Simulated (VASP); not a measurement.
All values below come from r2SCAN meta-GGA, VASP's PBE PAW potentials (set 64) (plane waves; VASP 6.6.1).

The input files of a VASP run:

**POSCAR**
```
ZnS
1
    0.0000000000     2.7050000000     2.7050000000
    2.7050000000     0.0000000000     2.7050000000
    2.7050000000     2.7050000000     0.0000000000
Zn S
1 1
Direct
  0.0000000000   0.0000000000   0.0000000000
  0.2500000000   0.2500000000   0.2500000000
```

**INCAR**
```
LREAL = .FALSE.
NELM = 100   ! most electronic steps
LCHARG = .FALSE.
METAGGA = R2SCAN
PREC = Accurate
ALGO = Normal
LWAVE = .FALSE.
IBRION = 2   ! conjugate gradients
NSW = 60   ! most ionic steps
LMAXMIX = 4
SIGMA = 0.05
ENCUT = 520   ! plane-wave cut-off (eV)
LASPH = .TRUE.
ISIF = 3
ISMEAR = 0
EDIFFG = -0.01
LMIXTAU = .TRUE.
SYSTEM = ZnS
EDIFF = 1E-6
```

KPOINTS:
```
Automatic mesh
0
Gamma
8 8 8
0 0 0
```

POTCAR, in this order: Zn S (PBE.64 set). Program: vasp_std.

What VASP printed:

**OSZICAR**
```
       N       E                     dE             d eps       ncg     rms          rms(c)
DAV:   1     0.758176518767E+02    0.75818E+02   -0.96464E+03   754   0.172E+03
DAV:   2    -0.156938171303E+02   -0.91511E+02   -0.87564E+02   809   0.289E+02
DAV:   3    -0.218688949652E+02   -0.61751E+01   -0.61496E+01   954   0.766E+01
DAV:   4    -0.219400606391E+02   -0.71166E-01   -0.71149E-01   819   0.867E+00
DAV:   5    -0.219410578888E+02   -0.99725E-03   -0.99722E-03   954   0.102E+00    0.729E+00
DAV:   6    -0.188537256951E+02    0.30873E+01   -0.20493E+00   849   0.485E+01    0.665E+00
DAV:   7    -0.187902191706E+02    0.63507E-01   -0.66533E-01   779   0.163E+01    0.347E+00
DAV:   8    -0.188423176397E+02   -0.52098E-01   -0.13308E-01   764   0.527E+00    0.153E+00
DAV:   9    -0.188327413270E+02    0.95763E-02   -0.13186E-01   754   0.419E+00    0.398E-01
DAV:  10    -0.188485586756E+02   -0.15817E-01   -0.48680E-02   754   0.246E+00    0.158E-01
DAV:  11    -0.188645170831E+02   -0.15958E-01   -0.59001E-03   774   0.959E-01    0.583E-02
DAV:  12    -0.188517275465E+02    0.12790E-01   -0.49814E-03   754   0.931E-01    0.965E-02
DAV:  13    -0.188648084848E+02   -0.13081E-01   -0.30991E-03   754   0.675E-01    0.207E-02
DAV:  14    -0.188649353588E+02   -0.12687E-03   -0.82629E-05   899   0.105E-01    0.936E-03
DAV:  15    -0.188649363319E+02   -0.97312E-06   -0.40271E-06   814   0.245E-02
   1 F= -.18864936E+02 E0= -.18864936E+02  d E =-.188649E+02
       N       E                     dE             d eps       ncg     rms          rms(c)
DAV:   1    -0.189209516793E+02   -0.56016E-01   -0.70973E-01   894   0.201E+01    0.172E+00
DAV:   2    -0.188717501331E+02    0.49202E-01   -0.16978E-01   899   0.145E+01    0.684E-01
DAV:   3    -0.188670782902E+02    0.46718E-02   -0.49395E-03   764   0.880E-01    0.324E-01
DAV:   4    -0.188658685944E+02    0.12097E-02   -0.52180E-03   814   0.925E-01    0.163E-01
DAV:   5    -0.188662116622E+02   -0.34307E-03   -0.52521E-04   769   0.275E-01    0.145E-01
DAV:   6    -0.188660815411E+02    0.13012E-03   -0.42994E-04  1043   0.217E-01    0.480E-02
DAV:   7    -0.188660668084E+02    0.14733E-04   -0.10970E-04   759   0.123E-01    0.257E-02
DAV:   8    -0.188660654393E+02    0.13691E-05   -0.49083E-05   764   0.876E-02    0.935E-03
DAV:   9    -0.188660872693E+02   -0.21830E-04   -0.23957E-05   759   0.569E-02    0.100E-02
DAV:  10    -0.188660871316E+02    0.13761E-06   -0.15827E-06   624   0.149E-02
   2 F= -.18866087E+02 E0= -.18866087E+02  d E =-.115080E-02
       N       E                     dE             d eps       ncg     rms          rms(c)
DAV:   1    -0.188717528855E+02   -0.56656E-02   -0.69964E-02   889   0.648E+00    0.532E-01
DAV:   2    -0.188668110352E+02    0.49419E-02   -0.15215E-02   899   0.389E+00    0.215E-01
DAV:   3    -0.188663836998E+02    0.42734E-03   -0.45321E-04   764   0.231E-01    0.102E-01
DAV:   4    -0.188662803335E+02    0.10337E-03   -0.51247E-04   794   0.253E-01    0.474E-02
DAV:   5    -0.188663335335E+02   -0.53200E-04   -0.62229E-05   769   0.928E-02    0.404E-02
DAV:   6    -0.188663393102E+02   -0.57767E-05   -0.69458E-05  1051   0.913E-02    0.208E-02
DAV:   7    -0.188663446010E+02   -0.52908E-05   -0.18907E-05   779   0.582E-02    0.763E-03
DAV:   8    -0.188663437640E+02    0.83703E-06   -0.47691E-06   754   0.297E-02
   3 F= -.18866344E+02 E0= -.18866344E+02  d E =-.140743E-02
```

**OUTCAR**
```
------------------------ aborting loop because EDIFF is reached ----------------------------------------
  FORCE on cell =-STRESS in cart. coord.  units (eV):
  Direction    XX          YY          ZZ          XY          YZ          ZX
  --------------------------------------------------------------------------------------
  Total        0.0025824      0.0025824      0.0025824     -0.0000000     -0.0000000      0.0000000
  in kB        0.1057853      0.1057853      0.1057853     -0.0000000     -0.0000000      0.0000000
  external PRESSURE =       0.1057853 kB  Pullay stress =       0.0000000 kB
  volume of cell :       39.11
      direct lattice vectors                 reciprocal lattice vectors
    -0.000000000  2.694191004  2.694191004    -0.185584466  0.185584466  0.185584466
     2.694191004 -0.000000000  2.694191004     0.185584466 -0.185584466  0.185584466
     2.694191004  2.694191004 -0.000000000     0.185584466  0.185584466 -0.185584466
  FREE ENERGIE OF THE ION-ELECTRON SYSTEM (eV)
  ---------------------------------------------------
  free  energy   TOTEN  =       -18.8663437640 eV

  energy  without entropy=      -18.8663437640  energy(sigma->0) =      -18.86634376

 reached required accuracy - stopping structural energy minimisation
```
(Selected blocks of OUTCAR.)

**CONTCAR**
```
ZnS
   1.00000000000000
    -0.0000000000000000    2.6941910038684340    2.6941910038684340
     2.6941910038684340   -0.0000000000000000    2.6941910038684340
     2.6941910038684340    2.6941910038684340   -0.0000000000000000
  Zn              S
     1     1
Direct
     0.0000000000000000    0.0000000000000000    0.0000000000000000
     0.2500000000000000    0.2500000000000000    0.2500000000000000
```

The compound is ZnS in the zinc blende structure. This run relaxes it. Symmetry was kept, so distortions that lower it aren't found.
